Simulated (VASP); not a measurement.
# Quasiparticle energies of MoS2 in VASP

Wanted: how far GW moves the Kohn-Sham levels of MoS2. The cell has space group P6_3/mmc. The start is a cell from a database of measured crystal structures.

Program: VASP 6.6.1. Level of theory: PBE, no spin polarisation; plane waves and PAW (Mo_sv_GW, S_GW), in the first sound run; inputs show where later runs differ. Results are calculated unless marked as measured.

The database entry behind the starting cell differs from later determinations by our own check (about 0.3 % long), so it need not match the best structure at ambient conditions.

**1. Set-up**

The structure is hexagonal, space group P6_3/mmc (No. 194). The conventional cell has a = 3.169 Å, b = 3.169 Å, c = 12.324 Å, α = 90.00°, β = 90.00°, γ = 120.00°. Nearest to Mo lie 6 S at 2.41 Å. Nearest to S lie 3 Mo at 2.41 Å. Farther neighbours and most contacts between anions are not listed.

**2. Ground state**

The orbitals come from a self-consistent PBE run with a tight EDIFF and a narrow smearing. KPOINTS_OPT adds the bands along a path, which shows whether the mesh holds the band edges.

The input, INCAR:

```
SYSTEM = MoS2
PREC = Accurate
ENCUT = 370
EDIFF = 1E-08
NELM = 100
ISMEAR = 0
SIGMA = 0.01
LREAL = .FALSE.
ALGO = Normal
GGA = PE
NBANDS = 32
LORBIT = 11
LWAVE = .TRUE.
LCHARG = .FALSE.
KPAR = 8
```

The input, POSCAR:

```
MoS2
1.0
    3.1690000000      0.0000000000      0.0000000000
   -1.5845000000      2.7444345046      0.0000000000
    0.0000000000      0.0000000000     12.3240000000
Mo S
2 4
Direct
    0.3333333333      0.6666666667      0.2500000000
    0.6666666667      0.3333333333      0.7500000000
    0.3333333333      0.6666666667      0.6230000000
    0.6666666667      0.3333333333      0.1230000000
    0.3333333333      0.6666666667      0.8770000000
    0.6666666667      0.3333333333      0.3770000000
```

The input, KPOINTS:

```
Automatic mesh
0
Gamma
6 6 2
0 0 0
```

The input, KPOINTS_OPT:

```
Line mode
12
Line-mode
Reciprocal
  0.00000000   0.00000000   0.00000000 GAMMA
  0.50000000   0.00000000   0.00000000 M

  0.50000000   0.00000000   0.00000000 M
  0.33333333   0.33333333   0.00000000 K

  0.33333333   0.33333333   0.00000000 K
  0.00000000   0.00000000   0.00000000 GAMMA

  0.00000000   0.00000000   0.00000000 GAMMA
  0.00000000   0.00000000   0.50000000 A

  0.00000000   0.00000000   0.50000000 A
  0.50000000   0.00000000   0.50000000 L

  0.50000000   0.00000000   0.50000000 L
  0.33333333   0.33333333   0.50000000 H

  0.33333333   0.33333333   0.50000000 H
  0.00000000   0.00000000   0.50000000 A

  0.50000000   0.00000000   0.50000000 L
  0.50000000   0.00000000   0.00000000 M

  0.33333333   0.33333333   0.00000000 K
  0.33333333   0.33333333   0.50000000 H
```

PAW data sets: Mo_sv_GW and S_GW (PBE family, release 64).

On the command line:

```bash
$ mpirun -np 8 vasp_std
```

Output:

```text
[banner, memory and clock lines left out]
running    8 mpi-ranks, on    1 nodes
 distrk:  each k-point on    1 cores,    8 groups
 distr:  one band on    1 cores,    1 groups

 POSCAR found type information on POSCAR MoS
 POSCAR found :  2 types and       6 ions
|                                                                             |
|           W    W    AA    RRRRR   N    N  II  N    N   GGGG   !!!           |
|           W    W   A  A   R    R  NN   N  II  NN   N  G    G  !!!           |
|           W    W  A    A  R    R  N N  N  II  N N  N  G       !!!           |
|           W WW W  AAAAAA  RRRRR   N  N N  II  N  N N  G  GGG   !            |
|           WW  WW  A    A  R   R   N   NN  II  N   NN  G    G                |
|           W    W  A    A  R    R  N    N  II  N    N   GGGG   !!!           |
|                                                                             |
|     For optimal performance we recommend to set                             |
|       NCORE = 2 up to number-of-cores-per-socket                            |
|     NCORE specifies how many cores store one orbital (NPAR=cpu/NCORE).      |
|     This setting can greatly improve the performance of VASP for DFT.       |
|     The default, NCORE=1 might be grossly inefficient on modern             |
|     multi-core architectures or massively parallel machines. Do your        |
|     Unfortunately you need to use the default for GW and RPA                |
|     calculations (for HF NCORE is supported but not extensively tested      |
|     yet).                                                                   |
|                                                                             |

 LDA part: xc-table for (Slater+PW92), standard interpolation
 POSCAR, INCAR and KPOINTS ok, starting setup
 FFT: planning ... GRIDC
 FFT: planning ... GRID_SOFT
 FFT: planning ... GRID
 WAVECAR not read
 entering main loop
       N       E                     dE             d eps       ncg     rms          rms(c)
DAV:   1     0.364523986195E+03    0.36452E+03   -0.24615E+04  1040   0.122E+03
DAV:   2    -0.210596738546E+02   -0.38558E+03   -0.37773E+03  1352   0.507E+02
DAV:   3    -0.507458556831E+02   -0.29686E+02   -0.29492E+02  1304   0.124E+02
DAV:   4    -0.521247699948E+02   -0.13789E+01   -0.13744E+01  1448   0.301E+01
DAV:   5    -0.521948213374E+02   -0.70051E-01   -0.69963E-01  1520   0.595E+00    0.147E+01
DAV:   6    -0.466273783252E+02    0.55674E+01   -0.51265E+01  1560   0.477E+01    0.728E+00
DAV:   7    -0.451562434575E+02    0.14711E+01   -0.10949E+01  1616   0.232E+01    0.385E+00
DAV:   8    -0.450969068564E+02    0.59337E-01   -0.67564E-01  1368   0.543E+00    0.987E-01
DAV:   9    -0.451029266592E+02   -0.60198E-02   -0.70885E-02  1528   0.160E+00    0.441E-01
DAV:  10    -0.451012810503E+02    0.16456E-02   -0.16603E-02  1560   0.108E+00    0.162E-01
DAV:  11    -0.451011503760E+02    0.13067E-03   -0.33027E-03  1488   0.480E-01    0.712E-02
DAV:  12    -0.451010384384E+02    0.11194E-03   -0.63335E-04  1512   0.185E-01    0.117E-02
DAV:  13    -0.451010471598E+02   -0.87214E-05   -0.53754E-05  1272   0.382E-02    0.903E-03
DAV:  14    -0.451010469232E+02    0.23659E-06   -0.49320E-06  1400   0.176E-02    0.229E-03
DAV:  15    -0.451010471852E+02   -0.26199E-06   -0.77850E-07  1248   0.453E-03    0.705E-04
DAV:  16    -0.451010473035E+02   -0.11833E-06   -0.71522E-08  1096   0.157E-03    0.321E-04
DAV:  17    -0.451010473273E+02   -0.23852E-07   -0.51934E-09   784   0.632E-04    0.893E-05
DAV:  18    -0.451010473632E+02   -0.35885E-07   -0.29272E-09   784   0.491E-04    0.393E-05
DAV:  19    -0.451010473575E+02    0.57516E-08   -0.99858E-10   776   0.343E-04
   1 F= -.45101047E+02 E0= -.45101047E+02  d E =-.948862E-22
 Start KPOINTS_OPT (optional k-point list driver)
k-point batch [1-14\108]
       N       E                     dE             ncg
DAV:   1    -0.639746567237E+03   -0.13013E+05     1024
DAV:   2    -0.631822954222E+04   -0.56785E+04     1288
DAV:   3    -0.680017166047E+04   -0.48194E+03     1328
DAV:   4    -0.682475968171E+04   -0.24588E+02     1512
DAV:   5    -0.682600137071E+04   -0.12417E+01     1496
DAV:   6    -0.682609110555E+04   -0.89735E-01     1552
DAV:   7    -0.682609915448E+04   -0.80489E-02     1464
DAV:   8    -0.682610014250E+04   -0.98802E-03     1528
DAV:   9    -0.682610031447E+04   -0.17197E-03     1496
DAV:  10    -0.682610034348E+04   -0.29012E-04     1440
DAV:  11    -0.682610034730E+04   -0.38191E-05     1040
DAV:  12    -0.682610034785E+04   -0.54946E-06      824
DAV:  13    -0.682610034794E+04   -0.94312E-07      784
DAV:  14    -0.682610034796E+04   -0.17038E-07      784
DAV:  15    -0.682610034796E+04   -0.44547E-08      784
[...]
k-point batch [99-108\108]
       N       E                     dE             ncg
DAV:   1     0.590627573996E+04   -0.19651E+05      728
DAV:   2     0.226196509571E+04   -0.36443E+04      952
DAV:   3     0.198229144401E+04   -0.27967E+03      888
DAV:   4     0.196529012118E+04   -0.17001E+02     1064
DAV:   5     0.196459454557E+04   -0.69558E+00     1064
DAV:   6     0.196455606497E+04   -0.38481E-01     1080
DAV:   7     0.196455268591E+04   -0.33791E-02     1000
DAV:   8     0.196455233661E+04   -0.34930E-03     1080
DAV:   9     0.196455230235E+04   -0.34266E-04     1008
DAV:  10     0.196455229836E+04   -0.39831E-05      888
DAV:  11     0.196455229785E+04   -0.51165E-06      688
DAV:  12     0.196455229781E+04   -0.36596E-07      632
DAV:  13     0.196455229781E+04   -0.31887E-08      568
 writing wavefunctions
```

Run time: 23 s. Hardware: 8 MPI ranks of Intel Xeon 6975P-C (Granite Rapids), shared host; peak memory 1.8 GiB.

Lines that name or quote the potential files are left out of all logs, and their timing lines are given in words.

From OUTCAR (step 2):

```text
ion  position               nearest neighbor table
   1  0.333  0.667  0.250-   4 2.41   6 2.41   4 2.41   6 2.41   4 2.41   6 2.41
   2  0.667  0.333  0.750-   3 2.41   5 2.41   3 2.41   5 2.41   3 2.41   5 2.41
   3  0.333  0.667  0.623-   2 2.41   2 2.41   2 2.41
   4  0.667  0.333  0.123-   1 2.41   1 2.41   1 2.41
   5  0.333  0.667  0.877-   2 2.41   2 2.41   2 2.41
   6  0.667  0.333  0.377-   1 2.41   1 2.41   1 2.41

  LATTYP: Found a hexagonal cell.
 ALAT       =     3.1690000000
 C/A-ratio  =     3.8889239508

 Subroutine GETGRP returns: Found 24 space group operations
 (whereof 12 operations were pure point group operations)

The static configuration has the point symmetry D_3d.
 The point group associated with its full space group is D_6h.

 Found     14 irreducible k-points:

   k-points           NKPTS =     14   k-points in BZ     NKDIM =     14   number of bands    NBANDS=     32

   dimension x,y,z NGX =    20 NGY =   20 NGZ =   80
   dimension x,y,z NGXF=    40 NGYF=   40 NGZF=  160

   ENCUT  =  370.0 eV  27.19 Ry    5.21 a.u.   4.97  4.97 19.33*2*pi/ulx,y,z

   NELECT =      52.0000    total number of electrons

 k-points in reciprocal lattice and weights: Automatic mesh
   0.00000000  0.00000000  0.00000000       0.014
   0.16666667 -0.00000000  0.00000000       0.083
   0.33333333 -0.00000000  0.00000000       0.083
   0.50000000 -0.00000000  0.00000000       0.042
   0.16666667  0.16666667  0.00000000       0.083
   0.33333333  0.16666667  0.00000000       0.167
   0.33333333  0.33333333  0.00000000       0.028
   0.00000000  0.00000000  0.50000000       0.014
   0.16666667 -0.00000000  0.50000000       0.083
[...]
0.33333333  0.16666667  0.50000000       0.167
   0.33333333  0.33333333  0.50000000       0.028

 average (electrostatic) potential at core
       1 -99.9678       2 -99.9678       3 -87.7900       4 -87.7900       5 -87.7900
       6 -87.7900

 E-fermi :   7.5311

 k-point     1 :       0.0000    0.0000    0.0000
  band No.  band energies     occupation
    ...
     22       5.3314      2.00000
     23       5.3314      2.00000
     24       6.2794      2.00000
     25       6.3184      2.00000
     26       7.4669      2.00000
     27       9.5577      0.00000
     28       9.5644      0.00000
     29       9.5847      0.00000
     30       9.5874      0.00000
     31       9.7318      0.00000
    ...

 k-point     2 :       0.1667   -0.0000    0.0000
  band No.  band energies     occupation
    ...
     22       4.7821      2.00000
     23       5.4056      2.00000
     24       6.2787      2.00000
     25       6.3000      2.00000
     26       6.6945      2.00000
     27       8.9511      0.00000
     28       9.3144      0.00000
     29       9.3230      0.00000
     30       9.5195      0.00000
     31       9.5353      0.00000
    ...

 k-point     3 :       0.3333   -0.0000    0.0000
  band No.  band energies     occupation
    ...
     22       5.3889      2.00000
     23       5.4231      2.00000
     24       5.5065      2.00000
     25       5.6672      2.00000
     26       5.9236      2.00000
     27       8.8543      0.00000
     28       8.9523      0.00000
     29       9.1079      0.00000
     30       9.5660      0.00000
     31       9.9165      0.00000
    ...

  Total        1.2049336      1.2049336      1.5368826      0.0000000      0.0000000      0.0000000
  in kB       18.0113764     18.0113764     22.9733572      0.0000000      0.0000000      0.0000000
  external PRESSURE =      19.6653700 kB  Pullay stress =       0.0000000 kB

  energy-cutoff  :      370.00
  volume of cell :      107.18
      direct lattice vectors                 reciprocal lattice vectors
     3.169000000  0.000000000  0.000000000     0.315556958  0.182186895  0.000000000
    -1.584500000  2.744434505  0.000000000     0.000000000  0.364373789  0.000000000
     0.000000000  0.000000000 12.324000000     0.000000000  0.000000000  0.081142486

 POSITION                                       TOTAL-FORCE (eV/Angst)
 -----------------------------------------------------------------------------------
     -0.00000      1.82962      3.08100         0.000000      0.000000      0.000000
      1.58450      0.91481      9.24300        -0.000000     -0.000000      0.000000
     -0.00000      1.82962      7.67785        -0.000000      0.000000      0.032641
      1.58450      0.91481      1.51585         0.000000     -0.000000      0.032641
     -0.00000      1.82962     10.80815        -0.000000      0.000000     -0.032641
      1.58450      0.91481      4.64615         0.000000     -0.000000     -0.032641
 -----------------------------------------------------------------------------------
    total drift:                               -0.000000      0.000000     -0.000000

  FREE ENERGIE OF THE ION-ELECTRON SYSTEM (eV)
  ---------------------------------------------------
  free  energy   TOTEN  =       -45.1010473575 eV

  energy  without entropy=      -45.1010473575  energy(sigma->0) =      -45.10104736

 total charge
# of ion       s       p       d       f       tot
--------------------------------------------------
    1        2.108   6.046   3.046   0.029  11.228
    2        2.108   6.046   3.046   0.029  11.228
    3        1.355   2.302   0.071   0.000   3.728
    4        1.355   2.302   0.071   0.000   3.728
    5        1.355   2.302   0.071   0.000   3.728
    6        1.355   2.302   0.071   0.000   3.728
--------------------------------------------------
tot          9.637  21.300   6.373   0.058  37.368

[... 3 further parts left out ...]
```

This step gave:

```
free energy (TOTEN)               : -45.10 eV
Fermi energy                      : 7.531 eV
pressure                          : 1.967 GPa
least gap on mesh and path        : 0.8725 eV
least direct gap on mesh and path : 1.655 eV
```

The highest empty bands on the path are converged less tightly, to about 0.1 eV. Electronic bands along the path, in eV, zero at the valence-band top; v1 is the highest filled band, c1 the lowest empty one:

```
          point     v4     v3     v2     v1    c1    c2    c3    c4
              Γ  -2.14  -1.19  -1.15   0.00  2.09  2.10  2.12  2.17
0.45 of the way  -2.23  -1.48  -1.37  -1.24  1.23  1.65  1.87  1.98
              M  -1.74  -1.54  -1.40  -1.28  1.60  1.64  1.99  2.25
0.45 of the way  -2.74  -2.34  -1.12  -0.94  1.48  1.60  2.23  2.43
              K  -2.70  -2.70  -0.77  -0.61  1.05  1.05  1.84  2.83
0.45 of the way  -1.83  -1.75  -1.49  -1.47  0.87  1.65  1.76  1.85
              Γ  -2.14  -1.19  -1.15   0.00  2.09  2.09  2.12  2.12
0.55 of the way  -2.14  -1.90  -0.59  -0.08  2.09  2.09  2.11  2.11
              A  -2.16  -2.16  -0.27  -0.27  2.10  2.10  2.10  2.20
0.55 of the way  -2.15  -2.15  -1.49  -1.49  1.56  1.56  1.63  1.63
              L  -1.64  -1.64  -1.33  -1.33  1.62  1.62  2.13  2.14
0.45 of the way  -2.58  -2.58  -1.02  -1.02  1.54  1.54  2.29  2.29
              H  -2.87  -2.87  -0.70  -0.70  1.05  1.05  2.30  2.30
0.55 of the way  -1.70  -1.70  -1.40  -1.40  1.26  1.26  1.79  1.79
              A  -2.16  -2.16  -0.27  -0.27  2.10  2.10  2.10  2.16
      jump to L  -1.64  -1.64  -1.33  -1.33  1.62  1.62  2.13  2.13
0.45 of the way  -1.70  -1.57  -1.38  -1.29  1.60  1.63  2.05  2.22
              M  -1.74  -1.54  -1.40  -1.28  1.60  1.64  1.99  2.25
      jump to K  -2.70  -2.70  -0.77  -0.61  1.05  1.05  1.84  2.83
0.45 of the way  -2.76  -2.76  -0.75  -0.63  1.05  1.05  1.94  2.71
              H  -2.87  -2.87  -0.70  -0.70  1.05  1.05  2.30  2.30
```

Of the projections kept (Mo, S), the largest for each band there; the rest of the weight can lie on other orbitals:

```
point       v4       v3       v2       v1       c1       c2       c3       c4
    Γ  Mo 0.56   S 0.95  Mo 0.80  Mo 0.65   S 0.54   S 0.54   S 0.56   S 0.57
    M   S 0.87   S 0.85  Mo 0.57  Mo 0.66  Mo 0.95  Mo 0.94  Mo 0.90  Mo 0.89
    K   S 0.71   S 0.71  Mo 0.83  Mo 0.80  Mo 0.90  Mo 0.90  Mo 0.70  Mo 0.76
    Γ  Mo 0.56   S 0.95  Mo 0.80  Mo 0.65   S 0.54   S 0.54   S 0.56   S 0.56
    A  Mo 0.55  Mo 0.55  Mo 0.59  Mo 0.59   S 0.55   S 0.55   S 0.55   S 0.59
    L   S 0.86   S 0.86  Mo 0.62  Mo 0.62  Mo 0.95  Mo 0.95  Mo 0.89  Mo 0.89
```

The cell has a gap of 0.872 eV on mesh and path. Spin-orbit coupling is left out, which can shift or reorder these edges.

**3. Empty bands, functional PBE**

ALGO = Exact makes the empty bands from the converged ground state in one step. LOPTICS writes the k-derivatives of the orbitals (WAVEDER), which give the long-wavelength limit of the screening.

The input, INCAR:

```
SYSTEM = MoS2
PREC = Accurate
ENCUT = 370
ISMEAR = 0
SIGMA = 0.01
LREAL = .FALSE.
GGA = PE
NBANDS = 544
ALGO = Exact
NELM = 1
LWAVE = .TRUE.
LCHARG = .FALSE.
LOPTICS = .TRUE.
NEDOS = 1000
CSHIFT = 0.1
```

POSCAR is that of step 2.

KPOINTS is that of step 2.

On the command line:

```bash
$ mpirun -np 8 vasp_std
```

Output:

```text
[banner, memory and clock lines left out]
running    8 mpi-ranks, on    1 nodes
 distrk:  each k-point on    8 cores,    1 groups
 distr:  one band on    1 cores,    8 groups

 POSCAR found type information on POSCAR MoS
 POSCAR found :  2 types and       6 ions
 [... a notice as in an earlier step ...]

 LDA part: xc-table for (Slater+PW92), standard interpolation
 found WAVECAR, reading the header
  number of bands has changed, file:    32 present:   544
  trying to continue reading WAVECAR, but it might fail
 POSCAR, INCAR and KPOINTS ok, starting setup
 FFT: planning ... GRIDC
 FFT: planning ... GRID_SOFT
 FFT: planning ... GRID
 reading WAVECAR
 random initialization beyond band           32
 the WAVECAR file was read successfully
 initial charge from wavefunction
 entering main loop
       N       E                     dE             d eps       ncg     rms          rms(c)
DIA:   1    -0.451010473512E+02   -0.45101E+02    0.00000E+00     0   0.000E+00
   1 F= -.45101047E+02 E0= -.45101047E+02  d E =-.413924E-27
 writing wavefunctions
 optical routines
 imaginary and real dielectric function
 recalculating local potential from charge density
 direction            1
 direction            2
 direction            3
```

The job ended after 18 s (8 MPI ranks; peak memory 2.4 GiB).

From OUTCAR (step 3):

```text
 Found     14 irreducible k-points:

   k-points           NKPTS =     14   k-points in BZ     NKDIM =     14   number of bands    NBANDS=    544

   NELECT =      52.0000    total number of electrons

 E-fermi :   7.5401

 k-point     1 :       0.0000    0.0000    0.0000
  band No.  band energies     occupation
    ...
     22       5.3314      2.00000
     23       5.3314      2.00000
     24       6.2794      2.00000
     25       6.3184      2.00000
     26       7.4669      2.00000
     27       9.5569      0.00000
     28       9.5569      0.00000
     29       9.5846      0.00000
     30       9.5846      0.00000
     31       9.7254      0.00000
    ...

 k-point     2 :       0.1667   -0.0000    0.0000
  band No.  band energies     occupation
    ...
     22       4.7821      2.00000
     23       5.4056      2.00000
     24       6.2787      2.00000
     25       6.3000      2.00000
     26       6.6946      2.00000
     27       8.9511      0.00000
     28       9.3144      0.00000
     29       9.3229      0.00000
     30       9.5195      0.00000
     31       9.5344      0.00000
    ...

  Total        1.2046295      1.2046295      1.5359562      0.0000000      0.0000000     -0.0000000
  in kB       18.0068306     18.0068306     22.9595094      0.0000000      0.0000000     -0.0000000
  external PRESSURE =      19.6577236 kB  Pullay stress =       0.0000000 kB

 POSITION                                       TOTAL-FORCE (eV/Angst)
 -----------------------------------------------------------------------------------
     -0.00000      1.82962      3.08100         0.000000     -0.000000     -0.000000
      1.58450      0.91481      9.24300        -0.000000      0.000000     -0.000000
     -0.00000      1.82962      7.67785        -0.000000      0.000000      0.032613
      1.58450      0.91481      1.51585         0.000000     -0.000000      0.032613
     -0.00000      1.82962     10.80815        -0.000000     -0.000000     -0.032613
      1.58450      0.91481      4.64615         0.000000     -0.000000     -0.032613
 -----------------------------------------------------------------------------------
    total drift:                               -0.000000      0.000000     -0.000000

  FREE ENERGIE OF THE ION-ELECTRON SYSTEM (eV)
  ---------------------------------------------------
  free  energy   TOTEN  =       -45.1010473512 eV

  energy  without entropy=      -45.1010473512  energy(sigma->0) =      -45.10104735

 plasma frequency squared (from intraband transitions) (eV^2)
  --------------------------------------------------------------------------------------
       0.000       0.000       0.000
       0.000       0.000       0.000
       0.000       0.000       0.000

[... 10 parts as in an earlier step ...]

[... 3 further parts left out ...]
```

The gap is read on the k-mesh alone, so it is an upper bound where the band edges lie off the mesh.

A gap read on the k-mesh alone can miss the band edges.

This step gave:

* gap on the k-mesh: 0.8817 eV
* least direct gap on the k-mesh: 1.655 eV

WAVECAR now holds 544 bands for 52 electrons. Its independent-particle dielectric tensor has xx, yy, zz = 16.7, 16.7, 10.0 on this mesh, which isn't tested for convergence in mesh or bands and lacks local fields.

(Part 1 of 4 ends here.)

[Lines on the potential files, build, host, timing and source positions are cut from VASP's logs without a mark.]

[Logs are printed without paths, hosts, clocks, repeated set-up lines and the standing remarks that a program may print on its own settings, such as how far it seeks lower states.]

[Hosts, paths, dates, database ids (printed as entryN), source tags and the programs' standing remarks are cut or masked in the printed files.]

[Pressures printed for these runs are not shown converged in the cutoff: they can be off by several GPa and have the wrong sign.]
